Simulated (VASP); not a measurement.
Consider the following.

```xyz
1
Lattice="0.0000 1.9185 1.9185 1.9185 0.0000 1.9185 1.9185 1.9185 0.0000" Properties=species:S:1:pos:R:3 pbc="T T T"
Pd     0.0000     0.0000     0.0000
```

Level of theory: LDA (Ceperley-Alder, Perdew-Zunger), VASP's LDA PAW potentials (set 64) (plane waves; VASP). Numerical set-up: 400 eV cut-off, 18×18×18 Γ-centred mesh, tetrahedra with Blöchl corrections, potentials Pd.

Problem. Tabulate the total density of states (states/eV per cell) against energy (eV; zero at the valence-band maximum or, without a gap, the Fermi level).

Solution. 
(E (eV), DOS (states/eV)): (-9.52, 0.00); (-9.33, 0.00); (-9.23, 0.00); (-9.03, 0.00); (-8.84, 0.00); (-8.74, 0.00); (-8.54, 0.00); (-8.35, 0.00); (-8.25, 0.00); (-8.05, 0.00); (-7.86, 0.00); (-7.66, 0.00); (-7.57, 0.00); (-7.37, 0.03); (-7.17, 0.05); (-7.08, 0.05); (-6.88, 0.07); (-6.68, 0.08); (-6.59, 0.08); (-6.39, 0.10); (-6.20, 0.12); (-6.10, 0.13); (-5.90, 0.16); (-5.71, 0.34); (-5.61, 0.71); (-5.41, 1.24); (-5.22, 1.68); (-5.12, 1.97); (-4.92, 2.38); (-4.73, 1.95); (-4.53, 1.74); (-4.43, 1.58); (-4.24, 1.14); (-4.04, 1.49); (-3.94, 1.61); (-3.75, 1.57); (-3.55, 1.39); (-3.46, 1.56); (-3.26, 1.67); (-3.06, 1.73); (-2.97, 2.13); (-2.77, 3.31); (-2.58, 2.28); (-2.48, 1.45); (-2.28, 1.39); (-2.08, 1.62); (-1.99, 1.42); (-1.79, 1.63); (-1.60, 1.82); (-1.50, 1.83); (-1.30, 1.77); (-1.11, 1.52); (-0.91, 1.44); (-0.81, 1.49); (-0.62, 1.45); (-0.42, 1.72); (-0.32, 1.81); (-0.13, 2.75); (0.07, 1.86); (0.17, 1.28); (0.36, 0.34); (0.56, 0.22); (0.66, 0.22); (0.85, 0.23); (1.05, 0.24); (1.14, 0.24); (1.34, 0.24); (1.53, 0.24); (1.63, 0.24); (1.83, 0.24); (2.02, 0.24); (2.22, 0.25); (2.32, 0.25); (2.51, 0.24); (2.71, 0.24); (2.81, 0.24); (3.00, 0.25); (3.20, 0.25); (3.30, 0.25); (3.49, 0.26)
Within 2 eV below the Fermi level the largest weight inside VASP's projection spheres is Pd d.

The structure comes from a computed database's Pd entry (Fm-3m); how it stands against other phases isn't given here. It was relaxed first, which changed the volume by -6 %.
